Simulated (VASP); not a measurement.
## HfN (relaxed from the rock salt structure, space group Fm-3m): computed properties

Method: PBE GGA, VASP's PBE PAW potentials (set 64) (plane waves; VASP).

```
Item                                                                                                       Value
----------------------------------  ----------------------------------------------------------------------------
space group                                                                                          Fm-3m (225)
cell                                a = 4.5343 Å, b = 4.5343 Å, c = 4.5343 Å, α = 90.00°, β = 90.00°, γ = 90.00°
volume per atom                                                                                    11.65 Å³/atom
band gap (over mesh and band path)                                      none (metal, semimetal or under 0.01 eV)
density                                                                                              13.71 g/cm³
```

```
CELL_PARAMETERS angstrom
      0.00000     2.26717     2.26717
      2.26717     0.00000     2.26717
      2.26717     2.26717     0.00000
ATOMIC_POSITIONS crystal
  Hf 0.00000 0.00000 0.00000
  N  0.50000 0.50000 0.50000
```

Unless said otherwise, spin-orbit coupling is left out, though it shifts the bands of the heavy elements here.

The structure was generated: HfN was put into the rock salt type (Fm-3m), which need not be its known phase. It was relaxed first, which changed the volume by -38 %. Symmetry was kept, so distortions that lower it aren't found. The electron count is odd and the run is not spin-polarised, which forces a metal.
